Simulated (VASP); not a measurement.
Given:

```xyz
1
Lattice="-1.5778 1.5778 1.5778 1.5778 -1.5778 1.5778 1.5778 1.5778 -1.5778" Properties=species:S:1:pos:R:3 pbc="T T T"
Mo     0.0000     0.0000     0.0000
```

The numbers are results of r2SCAN meta-GGA, VASP's PBE PAW potentials (set 64) (plane waves; VASP), not measurements. Run with PREC = Normal, EDIFF = 1E-5, 400 eV cut-off, 18×18×18 Γ-centred mesh, first-order Methfessel-Paxton smearing of 0.10 eV, potentials Mo_sv.

Question: Give the stress tensor in GPa (positive for a compressed cell).

Answer: 
```
-2.05   0.00   0.00
 0.00  -2.05   0.00
 0.00   0.00  -2.05
```
The pressure is its mean diagonal, -2.05 GPa.

The compound is Mo in the bcc structure. It was relaxed first.
